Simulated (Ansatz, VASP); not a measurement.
## Cross-check of Mo (linear Mo chain) between VASP and Ansatz

Aim: how closely do two programs agree when they are given the same cell, functional and k mesh? The cell is taken from a series of runs on this material, whose earlier steps may have relaxed, scaled, displaced or heated it; both programs get it as it stands.

Method: plane waves, with VASP 6.6.1 beside it; single point at PBE, in Ansatz 0.2.0.

### Step 1. Starting point

The cell holds 1 atom: 1 Mo. Its edges and angles: a = 7.500 Å, b = 7.500 Å, c = 2.204 Å, α = 90.0°, β = 90.0°, γ = 90.0°. Vacuum lies along a and b. The structure's axis is c.

Structure file:

```
Mo
1.0
     7.50000    0.00000    0.00000
     0.00000    7.50000    0.00000
     0.00000    0.00000    2.20419
Mo
1
Direct
  0.50000 0.50000 0.00000
```

### Step 2. VASP: single point, PBE, pair 1

With cell and atoms fixed, the geometry can't cause a difference; cores, projectors, grids and the points listed under the comparison can.

Lines of VASP's logs that name or quote its potential files are left out, and so is its time.

File INCAR:

```
SYSTEM = Mo
PREC = Accurate
ENCUT = 500
EDIFF = 1E-06
NELM = 200
ISMEAR = -1
SIGMA = 0.05
LREAL = .FALSE.
ALGO = Normal
GGA = PE
NBANDS = 13
ISPIN = 2
MAGMOM = -0
LASPH = .TRUE.
LMAXMIX = 4
LORBIT = 11
LWAVE = .FALSE.
LCHARG = .FALSE.
ISIF = 2
GGA_COMPAT = .FALSE.
```

File POSCAR:

```
Mo
1.0
    7.5000000000      0.0000000000      0.0000000000
    0.0000000000      7.5000000000      0.0000000000
    0.0000000000      0.0000000000      2.2041873316
Mo
1
Direct
    0.5000000000      0.5000000000      0.0000000000
```

File KPOINTS:

```
Automatic mesh
0
Gamma
1 1 37
0 0 0
```

PAW data sets: Mo_sv (PBE family, release 64).

Run with:

```bash
$ mpirun -np 1 vasp_std
```

Numbers of over 12 decimals in the logs are rounded to 6 here.

Output:

```text
[banner, memory and clock lines left out]
running    1 mpi-ranks, on    1 nodes
 distrk:  each k-point on    1 cores,    1 groups
 distr:  one band on    1 cores,    1 groups

 POSCAR found type information on POSCAR Mo
 POSCAR found :  1 types and       1 ions
 LDA part: xc-table for (Slater+PW92), standard interpolation
 POSCAR, INCAR and KPOINTS ok, starting setup
 FFT: planning ... GRIDC
 FFT: planning ... GRID_SOFT
 FFT: planning ... GRID
 WAVECAR not read
 entering main loop
       N       E                     dE             d eps       ncg     rms          rms(c)
DAV:   1     0.640417219118E+02    0.64042E+02   -0.83051E+03  1428   0.800E+02
DAV:   2    -0.415170680121E+01   -0.68193E+02   -0.63515E+02  1275   0.192E+02
DAV:   3    -0.657326192658E+01   -0.24216E+01   -0.21955E+01  1193   0.287E+01
DAV:   4    -0.661270422974E+01   -0.39442E-01   -0.39232E-01  1107   0.333E+00
DAV:   5    -0.661369069944E+01   -0.98647E-03   -0.98436E-03  1148   0.461E-01    0.117E+01
DAV:   6    -0.638717120817E+01    0.22652E+00   -0.13900E-01  1023   0.369E+00    0.642E+00
DAV:   7    -0.632119223698E+01    0.65979E-01   -0.16661E-01  1018   0.390E+00    0.418E-01
DAV:   8    -0.631910551554E+01    0.20867E-02   -0.71560E-03  1028   0.750E-01    0.108E-01
DAV:   9    -0.631911728920E+01   -0.11774E-04   -0.24161E-04  1185   0.104E-01    0.396E-02
DAV:  10    -0.631929018522E+01   -0.17290E-03   -0.15164E-04  1004   0.767E-02    0.307E-02
DAV:  11    -0.631940541774E+01   -0.11523E-03   -0.40040E-05  1052   0.346E-02    0.139E-02
DAV:  12    -0.631945035446E+01   -0.44937E-04   -0.11454E-05   972   0.167E-02    0.115E-02
DAV:  13    -0.631946596279E+01   -0.15608E-04   -0.77271E-06   892   0.139E-02    0.193E-03
DAV:  14    -0.631946614720E+01   -0.18441E-06   -0.11001E-06   870   0.711E-03
   1 F= -.63194661E+01 E0= -.63114529E+01  d E =-.160264E-01  mag=     0.0000
```

From OUTCAR (step 2):

```text
ion  position               nearest neighbor table
   1  0.500  0.500  0.000-

  LATTYP: Found a simple tetragonal cell.
 ALAT       =     7.5000000000
 C/A-ratio  =     0.2938916442

 Subroutine GETGRP returns: Found 16 space group operations
 (whereof 16 operations were pure point group operations)

The static configuration has the point symmetry D_4h.

 Found     19 irreducible k-points:

   k-points           NKPTS =     19   k-points in BZ     NKDIM =     19   number of bands    NBANDS=     13

   dimension x,y,z NGX =    56 NGY =   56 NGZ =   16
   dimension x,y,z NGXF=   112 NGYF=  112 NGZF=   32

   ENCUT  =  500.0 eV  36.75 Ry    6.06 a.u.  13.67 13.67  4.02*2*pi/ulx,y,z

   NELECT =      14.0000    total number of electrons

 k-points in reciprocal lattice and weights: Automatic mesh
   0.00000000  0.00000000  0.00000000       0.027
   0.00000000  0.00000000  0.02702703       0.054
   0.00000000  0.00000000  0.05405405       0.054
   0.00000000  0.00000000  0.08108108       0.054
   0.00000000  0.00000000  0.10810811       0.054
   0.00000000  0.00000000  0.13513514       0.054
   0.00000000  0.00000000  0.16216216       0.054
   0.00000000  0.00000000  0.18918919       0.054
   0.00000000  0.00000000  0.21621622       0.054
[...]
0.00000000  0.00000000  0.45945946       0.054
   0.00000000  0.00000000  0.48648649       0.054

 average (electrostatic) potential at core
       1 -83.6599

 E-fermi :  -2.4367

 spin component 1
 k-point     1 :       0.0000    0.0000    0.0000
  band No.  band energies     occupation
    ...
      4     -34.8570      1.00000
      5      -6.7786      1.00000
      6      -3.8884      1.00000
      7      -3.3535      1.00000
      8      -3.3313      1.00000
      9      -0.0875      0.00000
     10      -0.0875      0.00000
     11       1.9323      0.00000
     12       2.8158      0.00000
     13       2.8158      0.00000

 k-point     2 :       0.0000    0.0000    0.0270
  band No.  band energies     occupation
    ...
      4     -34.8990      1.00000
      5      -6.6985      1.00000
      6      -3.8664      1.00000
      7      -3.3397      1.00000
      8      -3.3176      1.00000
      9      -0.1097      0.00000
     10      -0.1097      0.00000
     11       1.9547      0.00000
     12       2.7481      0.00000
     13       2.7481      0.00000

 k-point     3 :       0.0000    0.0000    0.0541
  band No.  band energies     occupation
    ...
      4     -35.0229      1.00000
      5      -6.4611      1.00000
      6      -3.8001      1.00000
      7      -3.2983      1.00000
      8      -3.2766      1.00000
      9      -0.1860      0.00000
     10      -0.1860      0.00000
     11       2.0218      0.00000
     12       2.5799      0.00000
     13       2.5799      0.00000

 k-point     4 :       0.0000    0.0000    0.0811
  band No.  band energies     occupation
    ...
      4     -35.2226      1.00000
      5      -6.0749      1.00000
      6      -3.6882      1.00000
      7      -3.2300      1.00000
      8      -3.2089      1.00000
      9      -0.3422      0.00000
     10      -0.3422      0.00000
     11       2.1337      0.00000
     12       2.3898      0.00000
     13       2.3898      0.00000

 k-point     5 :       0.0000    0.0000    0.1081
  band No.  band energies     occupation
    ...
      4     -35.4888      1.00000
      5      -5.5546      1.00000
      6      -3.5275      1.00000
      7      -3.1356      1.00000
      8      -3.1154      1.00000
      9      -0.6067      0.00000
     10      -0.6067      0.00000
     11       2.2565      0.00000
     12       2.2565      0.00000
     13       2.2905      0.00000

 k-point     6 :       0.0000    0.0000    0.1351
  band No.  band energies     occupation
    ...
      4     -35.8097      1.00000
      5      -4.9231      1.00000
      6      -3.3100      1.00000
      7      -3.0165      0.99999
      8      -2.9974      0.99999
      9      -0.9866      0.00000
     10      -0.9866      0.00000
     11       2.2262      0.00000
     12       2.2262      0.00000
     13       2.4924      0.00000

  Total       -0.2322329     -0.2322329      0.5176338      0.0000000      0.0000000      0.0000000
  in kB       -3.0009809     -3.0009809      6.6890152      0.0000000      0.0000000      0.0000000
  external PRESSURE =       0.2290178 kB  Pullay stress =       0.0000000 kB

  energy-cutoff  :      500.00
  volume of cell :      123.99
      direct lattice vectors                 reciprocal lattice vectors
     7.500000000  0.000000000  0.000000000     0.133333333  0.000000000  0.000000000
     0.000000000  7.500000000  0.000000000     0.000000000  0.133333333  0.000000000
     0.000000000  0.000000000  2.204187332     0.000000000  0.000000000  0.453681947

 POSITION                                       TOTAL-FORCE (eV/Angst)
 -----------------------------------------------------------------------------------
      3.75000      3.75000      0.00000         0.000000      0.000000      0.000000
 -----------------------------------------------------------------------------------
    total drift:                                0.000000      0.000000      0.000000

  FREE ENERGIE OF THE ION-ELECTRON SYSTEM (eV)
  ---------------------------------------------------
  free  energy   TOTEN  =        -6.3194661472 eV

  energy  without entropy=       -6.3034397261  energy(sigma->0) =       -6.31145294

 total charge
# of ion       s       p       d       tot
------------------------------------------
    1        2.353   6.030   4.361  12.744

 magnetization (x)
# of ion       s       p       d       tot
------------------------------------------
    1        0.000  -0.000  -0.000  -0.000

[... 6 further parts left out ...]
```

### Step 3. Ansatz: single point, PBE, pair 1

Ansatz runs on its default PAW (the set named soft_2) files.

The same cell, functional, mesh and smearing now go to Ansatz, which takes its cutoff from its data sets.

File input.yaml:

```yaml
crystal:
  lattice:
    - [7.5, 0.0, 0.0]
    - [0.0, 7.5, 0.0]
    - [0.0, 0.0, 2.2041873316]
  atoms:
    - { symbol: Mo, position: [0.5, 0.5, 0.0], spin: 3.0 }
magnetization:
  spin_polarized: true
kpoints:
  mp_grid: { grid: [1, 1, 37] }
scf:
  occupations: { method: fermi_dirac, width: 0.05 }
hamiltonian:
  xc: pbe
output:
  transmission:
    e_range: [-2, 2]
    de: 0.035
    kmesh: [1, 1]
    reduced_basis: true
    leads: [[0, 0]]
  stress: true
```

Run with:

```bash
$ ansatz run input.yaml --threads 4 --pin off --max-ram 8192MiB --backend cpu --events-out ev --progress --plain --runs-dir out
```

Output:

```text
Engine: ansatz 0.2.0, aarch64-unknown-linux-gnu
Pseudopotentials: kind: paw
Pseudopotential: Mo, paw, valence charge 14, recommended cutoff 420 eV (normal), Mo.paw.azcp
Functional definition: PBE
  parameter kappa = 0.804
  parameter beta = 0.066725
  exchange = pbe_x(kappa = kappa, mu = beta*pi^2/3)
  correlation = pbe_c(beta = beta)
Crystal: 1 atoms, lattice volume = 123.986 Å³
Basis set: ecut = 420 eV, 2447 PW (Γ)
Bands: 13, of which v1, the nominal top of the filled ones, is band 7 counted from 1 (6 counted from 0)
Symmetry: 16 space group operations
Space group: P4/mmm (ITA 123), of the structure as read, at distance tolerance 5.0e-5 Å
Magnetic group: BNS 123.339 (UNI 999), of the structure as read, at distance tolerance 5.0e-5 Å
k-points: 19 of 37
Non-local potential: Mo, projectors of the file, l = 0: 3, l = 1: 2, l = 2: 2, l = 3: 1
PAW form: soft (Blöchl's): semilocal exchange-correlation on the pseudo side does not see the compensation charge
PAW one-centre angular grid: Mo, 590 points (default); XC on 64 Gauss nodes
Initial density: superposition of atomic densities (neutral atoms: chi_scale 0, normalization atom)
Starting moments: Σ|m| = 3 μB on 1 of 1 site
Initial wavefunctions: pseudopotential atomic-orbital guess
Functional: x = pbe(κ = 0.804, μ = 0.219515), c = pbe(β = 0.066725)
SCF iter   1: F=—  HF=-4951.603573 eV  |F-HF|=—  |Δ(HF+E_count)|=         —  Δρ=3.44e-2 (↑3.44e-2 ↓3.25e-2)  dr2=5.84e-1  dr2_m=1.13e0  M=0.928 μB ∫|m|=0.931 μB  β_m=0.30  ethr=3.10e-3  ⟨swp⟩=6.3  Hψ=2872  notcnv=0
Mixer restart at iter 1: flushing history
preconditioner: auto → LDOS  [metal: Δε(μ)=0.116 eV  Ē_g=5.987 eV  σ=0.050 eV  W_gap=0.45  n_scr=20 (ndim 8)  ℏωp=8.2 eV  f_vac=0.604  D(μ)=1.61/eV (n_scr^D=8)]
spin=Collinear: LDOS preconditioning applied to the charge; magnetization (m = ρ↑ − ρ↓) channel mixes plain (no charge-response kernel on spin).
SCF iter   2: F=—  HF=-4951.445821 eV  |F-HF|=—  |Δ(HF+E_count)|=   1.58e-1  Δρ=2.56e-2 (↑2.56e-2 ↓2.32e-2)  dr2=2.47e-1  dr2_m=6.15e-1  M=0.826 μB ∫|m|=0.828 μB  β_m=0.65  ethr=3.10e-3  ⟨swp⟩=1.9  Hψ=883  notcnv=0  defer=17
SCF iter   3: F=—  HF=-4951.392072 eV  |F-HF|=—  |Δ(HF+E_count)|=   5.37e-2  Δρ=5.58e-3 (↑5.58e-3 ↓5.09e-3)  dr2=8.70e-3  dr2_m=3.06e-2  M=0.300 μB ∫|m|=0.301 μB  β_m=0.82  ethr=1.76e-3  ⟨swp⟩=2.5  Hψ=914  notcnv=0  defer=34
SCF iter   4: F=—  HF=-4951.407276 eV  |F-HF|=—  |Δ(HF+E_count)|=   1.52e-2  Δρ=2.33e-3 (↑2.33e-3 ↓1.06e-3)  dr2=6.70e-3  dr2_m=1.62e-3  M=0.015 μB ∫|m|=0.023 μB  β_m=0.74  ethr=6.21e-5  ⟨swp⟩=2.1  Hψ=1091  notcnv=0  defer=35
SCF iter   5: F=—  HF=-4951.406694 eV  |F-HF|=—  |Δ(HF+E_count)|=   5.82e-4  Δρ=7.69e-4 (↑7.69e-4 ↓4.97e-4)  dr2=1.01e-4  dr2_m=4.42e-4  M=0.039 μB ∫|m|=0.040 μB  β_m=0.87  ethr=4.78e-5  ⟨swp⟩=2.5  Hψ=905  notcnv=0  defer=35
SCF iter   6: F=—  HF=-4951.407618 eV  |F-HF|=—  |Δ(HF+E_count)|=   9.24e-4  Δρ=1.56e-4 (↑1.21e-4 ↓1.56e-4)  dr2=2.38e-5  dr2_m=1.43e-5  M=0.007 μB ∫|m|=0.007 μB  β_m=0.88  ethr=7.24e-7  ⟨swp⟩=2.6  Hψ=929  notcnv=0  defer=35
SCF iter   7: F=—  HF=-4951.407637 eV  |F-HF|=—  |Δ(HF+E_count)|=   1.82e-5  Δρ=3.47e-5 (↑1.93e-5 ↓3.47e-5)  dr2=3.32e-6  dr2_m=3.22e-7  M=0.001 μB ∫|m|=0.001 μB  β_m=0.94  ethr=1.70e-7  ⟨swp⟩=2.2  Hψ=811  notcnv=0  defer=35
SCF iter   8: F=—  HF=-4951.407640 eV  |F-HF|=—  |Δ(HF+E_count)|=   3.29e-6  Δρ=1.90e-5 (↑1.90e-5 ↓1.14e-5)  dr2=2.12e-7  dr2_m=2.44e-7  M=0.001 μB ∫|m|=0.001 μB  β_m=0.86  ethr=2.37e-8  ⟨swp⟩=2.0  Hψ=721  notcnv=0  defer=35
SCF iter   9: F=—  HF=-4951.407640 eV  |F-HF|=—  |Δ(HF+E_count)|=   9.11e-8  Δρ=1.79e-6 (↑1.79e-6 ↓1.16e-6)  dr2=4.83e-9  dr2_m=1.61e-9  M=0.000 μB ∫|m|=0.000 μB  β_m=0.93  ethr=1.51e-9  ⟨swp⟩=2.2  Hψ=714  notcnv=0  defer=35
SCF iter  10: F=—  HF=-4951.407640 eV  |F-HF|=—  |Δ(HF+E_count)|=   1.21e-8  Δρ=4.49e-7 (↑4.49e-7 ↓1.97e-7)  dr2=2.26e-10  dr2_m=9.48e-11  M=0.000 μB ∫|m|=0.000 μB  β_m=0.96  ethr=3.45e-11  ⟨swp⟩=2.0  Hψ=699  notcnv=0  defer=35
SCF iter  11: F=-4951.407640 eV  HF=-4951.407640 eV  |F-HF|=2.73e-12  |Δ(HF+E_count)|=  3.61e-10  Δρ=2.49e-8 (↑2.43e-8 ↓2.49e-8)  dr2=6.53e-13  dr2_m=4.65e-13  M=-0.000 μB ∫|m|=0.000 μB  ethr=1.62e-12  ⟨swp⟩=4.2  Hψ=1809  notcnv=0
SCF 1 converged in 11 iterations: F = -4951.407640 eV  dr2 = 6.53e-13
  greatest PAW one-centre occupation: 0.998 electrons in one spin orbital (limit 2), on the Mo atom at site 0 (counted from 0), in its partial waves of l = 0
WARN: the starting moments were not kept: the SCF closed with an absolute magnetisation of 9.4e-7 μB, where they sum to 3 μB in size (1 site). That is at most 0.1 of that sum. Measured as dr2_m measures the in/out step, that magnetisation stands 2.7e-13 eV from none, at or under the dr2_threshold of 1.0e-7 eV: it is no larger than a step whose dr2_m would equal this threshold. The system may hold no moment; this SCF  [...]
transmission: 6 of 36 steps passed
transmission: 9 of 36 steps passed
[...]
transmission: 36 of 36 steps passed
SCF converged after 11 iterations
Magnetization: -0.0000 μB (7.0000 up, 7.0000 down)
Absolute magnetization: 0.0000 μB (∫|ρ↑−ρ↓|, with the PAW one-centre terms)
Spin contamination: 0.0000 ħ² per cell (⟨S²⟩ above its minimum at these occupations)
Per-site moments (μB) at R_I (Å): [(-9.429893381618438e-8, 0.909227)]
Free energy (F): -4951.407640 eV
Harris-Foulkes:  -4951.407640 eV  (|F-HF|=2.73e-12)
Internal energy: -4951.391731 eV  (E = F + TS)
E sigma→0 (E₀):  -4951.399686 eV
Entropy (-TS):   -0.015909 eV (-15.909 meV/atom)
Fermi energy:    -1.359309 eV
--- Per-component energies (eV) ---
  E_band       = -358.431691
  E_kinetic    = 441.920802
  E_local      = -3222.555549  (includes V_loc(G=0)·N_el)
  E_nonlocal   = 148.828694
  E_hartree    = 1321.986930
  E_xc         = -179.678721
  E_vxc        = -223.748686  (∫ρ·V_xc dr)
  E_paw        = -3203.347016  (= ΣΔE_a)
  E_vpaw       = -146.850822  (= ΣTr[D̂ρ^β])
  E_aug_tail   = 0.000043  (compensation charges beyond the density's cutoff)
  E_ewald      = -258.546915
  E_smearing   = -0.015909  (= −TS)
  E_closure    = 0.000000  (closes the sum)
  Σ components = -4951.407640   (vs F -4951.407640, Δ=0.00e0)
--- Stress (GPa, compression-positive) ---
       -0.291811       0.000000       0.000000
        0.000000      -0.291811       0.000000
        0.000000       0.000000       0.230143
  P = ⅓ Tr σ = -0.1178 GPa (-1.178 kbar)
--- Band table (eV; the first three rows and the last of 38) ---
  k-point 0 ↑: bands = [... 3 lower, -33.7833, -5.6948, -2.8106, -2.2751, -2.2528, 0.9872, 0.9872, 3.0110, ... 2 higher]
  k-point 1 ↑: bands = [... 3 lower, -33.8255, -5.6149, -2.7886, -2.2612, -2.2391, 0.9648, 0.9648, 3.0334, ... 2 higher]
  k-point 2 ↑: bands = [... 3 lower, -33.9498, -5.3780, -2.7221, -2.2198, -2.1981, 0.8881, 0.8881, 3.1005, ... 2 higher]
  k-point 18 ↓: bands = [... 3 lower, -35.6585, -4.9138, -4.9138, 0.1610, 0.1628, 1.9847, 5.1288, 8.6891, ... 2 higher]
--- Transmission ---
  basis      : 497 plane waves across, 3 finite elements along
  points     : 1, standing for a mesh of 1 x 1
  filling    : by the input's occupations and mesh, since the crystals that have channels conduct as metals do. If one of these is a semiconductor, that mesh has misplaced its level
  energies   : 115 from -2.000000 to 1.990000 eV about the Fermi level, 0.035000 eV apart; the leads are filled to 0.000000 eV, and channels, transmission and decay are at -0.005000 eV
  crystal 0  : Mo1, at the sites [0, 0], period 2.2042 Å: whole cells are its period
    offset         : up to 0.0000 Å between an atom of the period and one for which it stands
    filled         : 41.6 meV under the level at which it is neutral
    channels       : 6.000000e0 up, 6.000000e0 down
    conductance    : 8.2646e14 S/m² at 300 K; may be off by some 0.0 % by where its bands' edges are placed, 0.0 % from the distance to neutral
```

In the SCF lines HF is the Harris–Foulkes energy and dr2 the Hartree energy of the density residual, in eV; the loop may stop once dr2 is under the threshold and the program's other checks hold. Hψ counts applications of the Hamiltonian.

### Step 4. Comparison

Known differences besides the potentials themselves: the cutoff is 420 eV in Ansatz and 500 eV in VASP. Total energies have different zeros and are not compared.

Both answers:

```csv
quantity,Ansatz,VASP,difference
pressure (GPa),-0.12,0.02,-0.14
```

### Step 5. Ansatz: single point, PBE, pair 2

A single point gives forces, pressure and levels at one fixed geometry, so differences don't come from the geometry; what else differs is listed under the comparison. The cell compared in this pair holds 140.10 Å³, against 123.99 Å³ for the pair before.

The cell is taken from a series of runs on this material, whose earlier steps may have relaxed, scaled, displaced or heated it; both programs get it as it stands.

input.yaml: that of step 3 with these lines changed.

```diff
@@ -4,3 +4,3 @@
     - [0.0, 7.5, 0.0]
-    - [0.0, 0.0, 2.2041873316]
+    - [0.0, 0.0, 2.4907316847]
   atoms:
@@ -10,3 +10,3 @@
 kpoints:
-  mp_grid: { grid: [1, 1, 37] }
+  mp_grid: { grid: [1, 1, 33] }
 scf:
```

Output:

```text
[...]
Crystal: 1 atoms, lattice volume = 140.104 Å³
Basis set: ecut = 420 eV, 2745 PW (Γ)
Bands: 13, of which v1, the nominal top of the filled ones, is band 7 counted from 1 (6 counted from 0)
Symmetry: 16 space group operations
[...]
k-points: 17 of 33
[...]
Starting moments: Σ|m| = 3 μB on 1 of 1 site
[...]
--- Transmission ---
  basis      : 497 plane waves across, 4 finite elements along
  points     : 1, standing for a mesh of 1 x 1
[...]
crystal 0  : Mo1, at the sites [0, 0], period 2.4907 Å: whole cells are its period
[...]
filled         : 6.6 meV over the level at which it is neutral
    channels       : 6.000000e0 up, 4.000000e0 down
[...]
[key lines of the parts left out:]
SCF converged after 10 iterations
Magnetization: 2.5855 μB (8.2928 up, 5.7072 down)
Free energy (F): -4951.024499 eV
Fermi energy:    -1.331050 eV
P = ⅓ Tr σ = -1.4464 GPa (-14.464 kbar)
```

(Continued in part 2 of 2.)

[Lines on the potential files, build, host, timing and source positions are cut from VASP's logs without a mark.]

[Logs are printed without paths, hosts, clocks, repeated set-up lines and the standing remarks that a program may print on its own settings, such as how far it seeks lower states.]

[Hosts, paths, dates, database ids (printed as entryN), source tags and the programs' standing remarks are cut or masked in the printed files.]
